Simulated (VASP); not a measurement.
VASP input:

File KPOINTS:
```
Automatic mesh
0
Gamma
12 12 10
0 0 0
```

**INCAR**
```
SYSTEM  =  TiB2
PREC  =  Accurate; ENCUT  =  620; LREAL  =  F
LASPH  =  T
EDIFF  =  1E-6; NELM  =  100; ALGO  =  Normal
LMAXMIX  =  4
ISMEAR  =  1; SIGMA  =  0.1
IBRION  =  2; NSW  =  40; ISIF  =  3
EDIFFG  =  -0.02
LWAVE  =  F; LCHARG  =  F
```

POSCAR:
```
TiB2
1
    1.4979666555    -2.5945543809     0.0000000000
    1.4979666555     2.5945543809     0.0000000000
    0.0000000000     0.0000000000     3.1632563632
Ti B
1 2
Direct
  0.0000000000   0.0000000000   0.0000000000
  0.3333330000   0.6666670000   0.5000000000
  0.6666670000   0.3333330000   0.5000000000
```

POTCAR, in this order: Ti_sv B (LDA.64 set). Program: vasp_std.

Question: Translate this LDA calculation to Ansatz.

Answer: One equivalent input (not run):
Ansatz 0.2 input:
```yaml
crystal:
  lattice:
    - [1.4979667, -2.5945544, 0.0000000]
    - [1.4979667, 2.5945544, 0.0000000]
    - [0.0000000, 0.0000000, 3.1632564]
  atoms:
    - { symbol: Ti, position: [0.0000000, 0.0000000, 0.0000000] }
    - { symbol: B, position: [0.3333330, 0.6666670, 0.5000000] }
    - { symbol: B, position: [0.6666670, 0.3333330, 0.5000000] }
kpoints:
  mp_grid: { grid: [12, 12, 10] }
hamiltonian:
  xc: lda
  pseudopotentials: { kind: paw }
scf:
  occupations: { method: methfessel_paxton, width: 0.1 }
  max_iter: 100
relax:
  max_steps: 40
  f_tol: 0.02
  cell: {}
output: { forces: true, stress: true, eigenvalues: true }
```
Limits of the translation: each code has its own PAW files, so the cut-off isn't converted (ENCUT is set for VASP's; basis.ecutwfc is left out, and Ansatz then takes the one that its files recommend); Ansatz stops its SCF on the density residual and VASP on the energy change (EDIFF); Ansatz's lda is the Perdew-Wang form, while the LDA potentials of VASP carry Perdew-Zunger's.

The compound is TiB2 in the AlB2 type structure. It was relaxed first.
